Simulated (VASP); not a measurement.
VASP ran on this input.

File KPOINTS:
```
kpoints
0
Gamma
11 11 11
0 0 0
```

### POSCAR
```
TiS
1
    0.0000000000     2.6882782546     2.6882782546
    2.6882782546    -0.0000000000     2.6882782546
    2.6882782546     2.6882782546     0.0000000000
Ti S
1 1
Direct
  0.0000000000   0.0000000000   0.0000000000
  0.2500000000   0.2500000000   0.2500000000
```

INCAR:
```
ALGO=Normal
EDIFF=1E-6
EDIFFG=-0.01
ENCUT=400
GGA=PS
IBRION=2
ISIF=3
ISMEAR=1
LASPH=.TRUE.
LCHARG=.FALSE.
LMAXMIX=4
LREAL=.FALSE.
LWAVE=.FALSE.
NELM=100
NSW=60
PREC=Accurate
SIGMA=0.1
SYSTEM=TiS
```

POTCAR, in this order: Ti_sv S (PBE.64 set). Program: vasp_std.

Task: Translate this PBEsol calculation to Ansatz.

Result: One equivalent input (not run):
Ansatz 0.2 input:
```yaml
crystal:
  lattice:
    - [0.0000000, 2.6882783, 2.6882783]
    - [2.6882783, 0.0000000, 2.6882783]
    - [2.6882783, 2.6882783, 0.0000000]
  atoms:
    - { symbol: Ti, position: [0.0000000, 0.0000000, 0.0000000] }
    - { symbol: S, position: [0.2500000, 0.2500000, 0.2500000] }
kpoints:
  mp_grid: { grid: [11, 11, 11] }
hamiltonian:
  xc: pbesol
  pseudopotentials: { kind: paw }
scf:
  occupations: { method: methfessel_paxton, width: 0.1 }
  max_iter: 100
relax:
  max_steps: 60
  f_tol: 0.01
  cell: {}
output: { forces: true, stress: true, eigenvalues: true }
```
What does not carry over: each code has its own PAW files, so the cut-off isn't converted (ENCUT is set for VASP's; basis.ecutwfc is left out, and Ansatz then takes the one that its files recommend); Ansatz stops its SCF on the density residual and VASP on the energy change (EDIFF).

The structure was generated: TiS was put into the zinc blende type (F-43m), which need not be its known phase. This run relaxes it. Symmetry was kept, so distortions that lower it aren't found. The start is the result of an earlier pass.
